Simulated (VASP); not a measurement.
# CdClO (P6_3mc) in VASP: reference runs

Aim: a first look at CdClO with PBE, on the cell as given and on a disturbed one.

Everything below comes from runs of VASP 6.6.1. Logs are shortened: lines on timing, memory, paths and dates and some standing lists are left out, and cuts for length are marked.

### Step 1. The structure

Symmetry: P6_3mc, No. 186, hexagonal system. Conventional cell: a = 3.812 Å, b = 3.812 Å, c = 9.563 Å, α = 90.00°, β = 90.00°, γ = 120.00°. Cd (site symmetry 3m) has 3 O at 2.27 Å as nearest neighbours. Cl (site symmetry 3m) has 4 Cd at 2.80 to 3.06 Å and 3 O at 3.18 Å as nearest neighbours. O (site symmetry 3m) has 3 Cd at 2.27 Å as nearest neighbours.

The cell comes from a database or a generator and needn't be the stable form of this composition.

### Step 2. Single point, PBE

Contents of INCAR:

```
PREC = Accurate ; ENCUT = 520
EDIFF = 1E-7 ; ISMEAR = -1
SIGMA = 0.05 ; LREAL = F
LASPH = T ; NELM = 60
ALGO = Normal ; ISIF = 2
LWAVE = F ; LCHARG = F
GGA = PE ; NBANDS = 34
```

Contents of KPOINTS:

```
Automatic mesh
0
Gamma
  8 8 3
```

Contents of POSCAR:

```
CdClO
1.0
    3.8117738983      0.0000000000      0.0000000000
   -1.9058869491      3.3010930294      0.0000000000
    0.0000000000      0.0000000000      9.5625610000
Cd Cl O
2 2 2
Direct
    0.6666666667      0.3333333333      0.0190610000
    0.3333333333      0.6666666667      0.5190610000
    0.6666666667      0.3333333333      0.3387190000
    0.3333333333      0.6666666667      0.8387190000
    0.0000000000      0.0000000000      0.0792210000
    0.0000000000      0.0000000000      0.5792210000
```

Potentials or basis: VASP PAW PBE potentials, release 64 (Cd, Cl, O).

On the command line:

```sh
$ cat potpaw_PBE.64/Cd/POTCAR potpaw_PBE.64/Cl/POTCAR potpaw_PBE.64/O/POTCAR > POTCAR
$ mpirun -np 1 vasp_std > vasp.out
```

OUTCAR:

```text
PREC = Accurate
   ENCUT = 520
   EDIFF = 1E-7
   ISMEAR = -1
   LREAL = F
   LASPH = T
   NELM = 60
   ISIF = 2
   GGA = PE

 ion  position               nearest neighbor table
   1  0.667  0.333  0.019-   5 2.27   5 2.27   5 2.27   4 2.80   4 2.80   4 2.80   3 3.06
   2  0.333  0.667  0.519-   6 2.27   6 2.27   6 2.27   3 2.80   3 2.80   3 2.80   4 3.06
   3  0.667  0.333  0.339-   2 2.80   2 2.80   2 2.80   1 3.06
   4  0.333  0.667  0.839-   1 2.80   1 2.80   1 2.80   2 3.06
   5  0.000  0.000  0.079-   1 2.27   1 2.27   1 2.27
   6  0.000  0.000  0.579-   2 2.27   2 2.27   2 2.27

  LATTYP: Found a hexagonal cell.
 ALAT       =     3.8117738983
 C/A-ratio  =     2.5086905087

  Lattice vectors:

 A1 = (   3.8117738983,   0.0000000000,   0.0000000000)
 A2 = (  -1.9058869491,   3.3010930294,   0.0000000000)
 A3 = (   0.0000000000,   0.0000000000,   9.5625610000)

Analysis of symmetry for initial positions (statically):
=====================================================================
 Subroutine PRICEL returns:
 Original cell was already a primitive cell.

 Routine SETGRP: Setting up the symmetry group for a
 hexagonal supercell.

 Subroutine GETGRP returns: Found 12 space group operations
 (whereof  6 operations were pure point group operations)
 out of a pool of 24 trial point group operations.

The static configuration has the point symmetry C_3v.
 The point group associated with its full space group is C_6v.

Analysis of symmetry for dynamics (positions and initial velocities):
=====================================================================
 Subroutine PRICEL returns:
 Original cell was already a primitive cell.

 Routine SETGRP: Setting up the symmetry group for a
 hexagonal supercell.

 Subroutine GETGRP returns: Found 12 space group operations
 (whereof  6 operations were pure point group operations)
 out of a pool of 24 trial point group operations.

The dynamic configuration has the point symmetry C_3v.
 The point group associated with its full space group is C_6v.

 Subroutine INISYM returns: Found 12 space group operations
 (whereof  6 operations are pure point group operations),
 and found     1 'primitive' translations

[... 92 lines left out ...]
   LNONCOLLINEAR =      F non collinear calculations
   LSORBIT =      F    spin-orbit coupling
   LASPH  =      T    aspherical Exc in radial PAW
   ENCUT  =  520.0 eV  38.22 Ry    6.18 a.u.   7.09  7.09 17.78*2*pi/ulx,y,z
   NELM   =     60;   NELMIN=  2; NELMDL= -5     # of ELM steps
   EDIFF  = 0.1E-06   stopping-criterion for ELM
   LREAL  =      F    real-space projection
   EDIFFG = 0.1E-05   stopping-criterion for IOM
   NSW    =      0    number of steps for IOM
   IBRION =     -1    ionic relax: 0-MD 1-quasi-New 2-CG
   NFREE  =      0    steps in history (QN), initial steepest desc. (CG)
   ISIF   =      2    stress and relaxation
   ISYM   =      2    0-nonsym 1-usesym 2-fastsym
   POTIM  = 0.5000    time-step for ionic-motion
   TEBEG  =    0.0;   TEEND  =   0.0 temperature during run
   PSTRESS=    0.0 pullay stress
   NELECT =      50.0000    total number of electrons
   NUPDOWN=      -1.0000    fix difference up-down
   EMIN   =  10.00;   EMAX   =-10.00  energy-range for DOS
   EFERMI =   0.00;   METHOD = LEGACY
   ISMEAR =    -1;   SIGMA  =   0.05  broadening in eV -4-tet -1-fermi 0-gaus
   EFERMI_NEDOS =   21; number of points for ismear=-14 and -15
   IALGO  =     38    algorithm
   IMIX   =      4    mixing-type and parameters
     AMIX     =   0.40;   BMIX     =  1.00
     AMIX_MAG =   1.60;   BMIX_MAG =  1.00
  volume/ion in A,a.u.               =      20.05       135.33
  Fermi-wavevector in a.u.,A,eV,Ry     =   1.221645  2.308575 20.305569  1.492417
  Thomas-Fermi vector in A             =   2.356820
   LORBIT       =      0    0 simple, 1 ext, 2 COOP (PROOUT), +10 PAW based schemes
   GGA     = PE    functional components
   LHFCALC =     F    Hartree Fock is set to
   AEXX    =    0.0000 exact exchange contribution
   IVDW    =     0    specifies the selected vdW correction
   LEPSILON=     F    determine dielectric tensor
   LRPA    =     F    only Hartree local field effects (RPA)
 non-spin polarized calculation
  energy-cutoff  :      520.00
  volume of cell :      120.33
 maximum number of plane-waves:      3267
   NGX = 15   NGY = 15   NGZ = 35

 number of electron      50.0000006 magnetization

 Free energy of the ion-electron system (eV)
  ---------------------------------------------------
  ext. energy  EPLUGINS =         0.00000000
  ---------------------------------------------------
  free energy    TOTEN  =       -17.37337560 eV

  energy without entropy =      -17.24252840  energy(sigma->0) =      -17.30795200

 E-fermi :  -0.4271     XC(G=0):  -9.2844

 val. band max:       -0.4279340066   @ k =   0.5000  -0.0000   0.0000
 cond. band min:      -0.4244061619   @ k =   0.3750  -0.0000   0.0000
 fundamental gap:      0.0035278447
 Fermi energy:        -0.4271032008

 k-point     1 :       0.0000    0.0000    0.0000
  band No.  band energies     occupation
      1     -16.3571      2.00000
      2     -16.2946      2.00000
      3     -14.0327      2.00000
      4     -13.9450      2.00000
      5      -6.9763      2.00000
      6      -6.9763      2.00000
[... 729 lines left out ...]
     33       9.6077      0.00000
     34       9.6361      0.00000

------------------------ aborting loop because EDIFF is reached ----------------------------------------

  FORCE on cell =-STRESS in cart. coord.  units (eV):
  Direction    XX          YY          ZZ          XY          YZ          ZX
  --------------------------------------------------------------------------------------
  -------------------------------------------------------------------------------------
  Total       -2.1466548     -2.1466548     -0.4534384     -0.0000000      0.0000000      0.0000000
  in kB      -28.5833869    -28.5833869     -6.0376758     -0.0000000      0.0000000      0.0000000
  external PRESSURE =     -21.0681499 kB  Pullay stress =       0.0000000 kB

 VOLUME and BASIS-vectors are now :
 -----------------------------------------------------------------------------
  energy-cutoff  :      520.00
  volume of cell :      120.33
      direct lattice vectors                 reciprocal lattice vectors
     3.811773898  0.000000000  0.000000000     0.262345046  0.151464983  0.000000000
    -1.905886949  3.301093029  0.000000000     0.000000000  0.302929966  0.000000000
     0.000000000  0.000000000  9.562561000     0.000000000  0.000000000  0.104574496

 POSITION                                       TOTAL-FORCE (eV/Angst)
 -----------------------------------------------------------------------------------
      1.90589      1.10036      0.18227         0.000000      0.000000      0.121125
     -0.00000      2.20073      4.96355        -0.000000      0.000000      0.121125
      1.90589      1.10036      3.23902        -0.000000     -0.000000     -0.082714
     -0.00000      2.20073      8.02030         0.000000      0.000000     -0.082714
      0.00000      0.00000      0.75756        -0.000000      0.000000     -0.038411
      0.00000      0.00000      5.53884         0.000000     -0.000000     -0.038411
 -----------------------------------------------------------------------------------
    total drift:                               -0.000000     -0.000000      0.000482

  FREE ENERGIE OF THE ION-ELECTRON SYSTEM (eV)
  ---------------------------------------------------
  free  energy   TOTEN  =       -17.3733756009 eV

  energy  without entropy=      -17.2425283976  energy(sigma->0) =      -17.30795200
```

OSZICAR:

```text
N       E                     dE             d eps       ncg     rms          rms(c)
DAV:   1     0.372112772194E+03    0.37211E+03   -0.25437E+04  1360   0.138E+03
DAV:   2     0.457162638546E+01   -0.36754E+03   -0.35424E+03  1550   0.341E+02
DAV:   3    -0.207254897978E+02   -0.25297E+02   -0.24792E+02  1528   0.922E+01
DAV:   4    -0.210097410381E+02   -0.28425E+00   -0.28330E+00  1680   0.100E+01
[... 21 lines left out ...]
DAV:  26    -0.173733813537E+02    0.16246E-04   -0.15131E-05  1630   0.221E-02    0.470E-02
DAV:  27    -0.173733776459E+02    0.37078E-05   -0.27345E-06  1568   0.938E-03    0.250E-02
DAV:  28    -0.173733760811E+02    0.15648E-05   -0.13023E-06  1524   0.664E-03    0.100E-02
DAV:  29    -0.173733755846E+02    0.49651E-06   -0.63544E-07  1414   0.465E-03    0.142E-03
DAV:  30    -0.173733756009E+02   -0.16312E-07   -0.23280E-08   730   0.894E-04
   1 F= -.17373376E+02 E0= -.17307952E+02  d E =-.130847E+00
```

stdout:

```text
POSCAR found type information on POSCAR CdClO
 POSCAR found :  3 types and       6 ions
 scaLAPACK will be used
 LDA part: xc-table for (Slater+PW92), standard interpolation
 POSCAR, INCAR and KPOINTS ok, starting setup
 FFT: planning ... GRIDC
 FFT: planning ... GRID_SOFT
 FFT: planning ... GRID
 WAVECAR not read
 entering main loop
```

It took 94 s on 1 thread of Intel Xeon 6975P-C (Granite Rapids), shared host; peak memory 0.26 GiB.

Results:

```
Free energy            : -17.3734 eV
Pressure               : -2.1 GPa
Largest force          : 0.121 eV/Å
Band gap on the k mesh : none (metal or under the smearing width)
```

Forces in eV/Å, atoms in the order of the input:
```
Cd   0.000  0.000  0.121
Cd   0.000  0.000  0.121
Cl   0.000  0.000 -0.083
Cl   0.000  0.000 -0.083
O    0.000  0.000 -0.038
O    0.000  0.000 -0.038
```

### Step 3. Single point, PBE (atoms moved at random, drawn with an rms of 0.05 Å)

Contents of INCAR:

```
PREC = Accurate
ENCUT = 520
EDIFF = 1E-7
ISMEAR = -1
SIGMA = 0.05
LREAL = False
LASPH = True
NELM = 80
ALGO = Normal
ISIF = 2
LWAVE = False
LCHARG = False
GGA = PE
NBANDS = 34
```

Contents of KPOINTS:

```
regular mesh
0
Gamma
  8 8 3
```

Contents of POSCAR:

```
CdClO
1.0
    3.8117738983      0.0000000000      0.0000000000
   -1.9058869491      3.3010930294      0.0000000000
    0.0000000000      0.0000000000      9.5625610000
Cd Cl O
2 2 2
Direct
    0.6903560000      0.3536050000      0.0237550000
    0.3335210000      0.6598070000      0.5213190000
    0.6592960000      0.3280800000      0.3407360000
    0.3237980000      0.6659180000      0.8437320000
   -0.0118740000     -0.0187210000      0.0793820000
    0.0025840000      0.0160360000      0.5761970000
```

Potentials or basis: VASP PAW PBE potentials, release 64 (Cd, Cl, O).

On the command line:

```sh
$ cat potpaw_PBE.64/Cd/POTCAR potpaw_PBE.64/Cl/POTCAR potpaw_PBE.64/O/POTCAR > POTCAR
$ mpirun -np 1 vasp_std > vasp.out
```

OUTCAR:

```text
PREC = Accurate
   ENCUT = 520
   EDIFF = 1E-7
   ISMEAR = -1
   LREAL = False
   LASPH = True
   NELM = 80
   ISIF = 2
   GGA = PE

 ion  position               nearest neighbor table
   1  0.690  0.354  0.024-   5 2.14   5 2.28   5 2.38   4 2.71   4 2.83   4 2.85   3 3.03
   2  0.334  0.660  0.521-   6 2.19   6 2.27   6 2.33   3 2.77   3 2.80   3 2.82   4 3.08
   3  0.659  0.328  0.341-   2 2.77   2 2.80   2 2.82   1 3.03
   4  0.324  0.666  0.844-   1 2.71   1 2.83   1 2.85   2 3.08
   5  0.988  0.981  0.079-   1 2.14   1 2.28   1 2.38
   6  0.003  0.016  0.576-   2 2.19   2 2.27   2 2.33

  LATTYP: Found a hexagonal cell.
 ALAT       =     3.8117738983
 C/A-ratio  =     2.5086905087

  Lattice vectors:

 A1 = (   3.8117738983,   0.0000000000,   0.0000000000)
 A2 = (  -1.9058869491,   3.3010930294,   0.0000000000)
 A3 = (   0.0000000000,   0.0000000000,   9.5625610000)

Analysis of symmetry for initial positions (statically):
=====================================================================
 Subroutine PRICEL returns:
 Original cell was already a primitive cell.

 Routine SETGRP: Setting up the symmetry group for a
 hexagonal supercell.

 Subroutine GETGRP returns: Found  1 space group operations
 (whereof  1 operations were pure point group operations)
 out of a pool of 24 trial point group operations.

The static configuration has the point symmetry C_1 .

Analysis of symmetry for dynamics (positions and initial velocities):
=====================================================================
 Subroutine PRICEL returns:
 Original cell was already a primitive cell.

 Routine SETGRP: Setting up the symmetry group for a
 hexagonal supercell.

 Subroutine GETGRP returns: Found  1 space group operations
 (whereof  1 operations were pure point group operations)
 out of a pool of 24 trial point group operations.

The dynamic configuration has the point symmetry C_1 .
[... 121 lines left out ...]
   EFERMI =   0.00;   METHOD = LEGACY
   ISMEAR =    -1;   SIGMA  =   0.05  broadening in eV -4-tet -1-fermi 0-gaus
   EFERMI_NEDOS =   21; number of points for ismear=-14 and -15
   IALGO  =     38    algorithm
   IMIX   =      4    mixing-type and parameters
     AMIX     =   0.40;   BMIX     =  1.00
     AMIX_MAG =   1.60;   BMIX_MAG =  1.00
  volume/ion in A,a.u.               =      20.05       135.33
  Fermi-wavevector in a.u.,A,eV,Ry     =   1.221645  2.308575 20.305569  1.492417
  Thomas-Fermi vector in A             =   2.356820
   LORBIT       =      0    0 simple, 1 ext, 2 COOP (PROOUT), +10 PAW based schemes
   GGA     = PE    functional components
   LHFCALC =     F    Hartree Fock is set to
   AEXX    =    0.0000 exact exchange contribution
   IVDW    =     0    specifies the selected vdW correction
   LEPSILON=     F    determine dielectric tensor
   LRPA    =     F    only Hartree local field effects (RPA)
 non-spin polarized calculation
  energy-cutoff  :      520.00
  volume of cell :      120.33
 maximum number of plane-waves:      3267
   NGX = 15   NGY = 15   NGZ = 35

 number of electron      50.0000005 magnetization

 Free energy of the ion-electron system (eV)
  ---------------------------------------------------
  ext. energy  EPLUGINS =         0.00000000
  ---------------------------------------------------
  free energy    TOTEN  =       -17.30372685 eV

  energy without entropy =      -17.17291120  energy(sigma->0) =      -17.23831902

 E-fermi :  -0.4290     XC(G=0):  -9.2729

 val. band max:       -0.4297398937   @ k =   0.0000  -0.1250   0.3333
 cond. band min:      -0.4275468412   @ k =   0.1250  -0.1250   0.3333
 fundamental gap:      0.0021930524
 Fermi energy:        -0.4290321225

 k-point     1 :       0.0000    0.0000    0.0000
  band No.  band energies     occupation
      1     -16.4415      2.00000
      2     -16.3714      2.00000
      3     -14.0130      2.00000
      4     -13.9309      2.00000
      5      -7.0656      2.00000
      6      -7.0269      2.00000
[... 877 lines left out ...]
     33      10.1183      0.00000
     34      10.3781      0.00000

 [... further k-points ...]
[... 5 lines left out ...]
  --------------------------------------------------------------------------------------
  -------------------------------------------------------------------------------------
  Total       -2.2033564     -0.4530880     -0.0288691     -0.0944883      0.1345084      0.0406743
  in kB      -29.3383855     -6.0330100     -0.3844017     -1.2581411      1.7910220      0.5415916
  external PRESSURE =     -11.9185990 kB  Pullay stress =       0.0000000 kB

 VOLUME and BASIS-vectors are now :
 -----------------------------------------------------------------------------
  energy-cutoff  :      520.00
  volume of cell :      120.33
      direct lattice vectors                 reciprocal lattice vectors
     3.811773898  0.000000000  0.000000000     0.262345046  0.151464983  0.000000000
    -1.905886949  3.301093029  0.000000000     0.000000000  0.302929966  0.000000000
     0.000000000  0.000000000  9.562561000     0.000000000  0.000000000  0.104574496

 POSITION                                       TOTAL-FORCE (eV/Angst)
 -----------------------------------------------------------------------------------
      1.95755      1.16728      0.22716        -0.159469     -0.788566      0.036526
      0.01379      2.17808      4.98514        -0.113743      0.403648      0.083777
      1.88780      1.08302      3.25831         0.010626     -0.035610     -0.167150
     -0.03492      2.19826      8.06824         0.045176      0.064355     -0.204603
      1.89631      3.23929      0.75910         0.123069      0.728262      0.146371
     -0.02071      0.05294      5.50992         0.094341     -0.372089      0.105079
 -----------------------------------------------------------------------------------
    total drift:                                0.000200      0.000249     -0.000362

  FREE ENERGIE OF THE ION-ELECTRON SYSTEM (eV)
  ---------------------------------------------------
  free  energy   TOTEN  =       -17.3037268471 eV

  energy  without entropy=      -17.1729112023  energy(sigma->0) =      -17.23831902
```

stdout:

```text
POSCAR found type information on POSCAR CdClO
 POSCAR found :  3 types and       6 ions
 scaLAPACK will be used
 LDA part: xc-table for (Slater+PW92), standard interpolation
 POSCAR, INCAR and KPOINTS ok, starting setup
 FFT: planning ... GRIDC
 FFT: planning ... GRID_SOFT
 FFT: planning ... GRID
 WAVECAR not read
 entering main loop
```

Run time: 5.7 min. Hardware: 1 thread of Intel Xeon 6975P-C (Granite Rapids), shared host; peak memory 0.46 GiB.

Results:

```yaml
Free_energy: -17.3037 eV
Pressure: -1.2 GPa
Largest_force: 0.805 eV/Å
Band_gap_on_the_k_mesh: none (metal or under the smearing width)
```

Forces in eV/Å, atoms in the order of the input:
```
Cd  -0.159 -0.789  0.037
Cd  -0.114  0.404  0.084
Cl   0.011 -0.036 -0.167
Cl   0.045  0.064 -0.205
O    0.123  0.728  0.146
O    0.094 -0.372  0.105
```
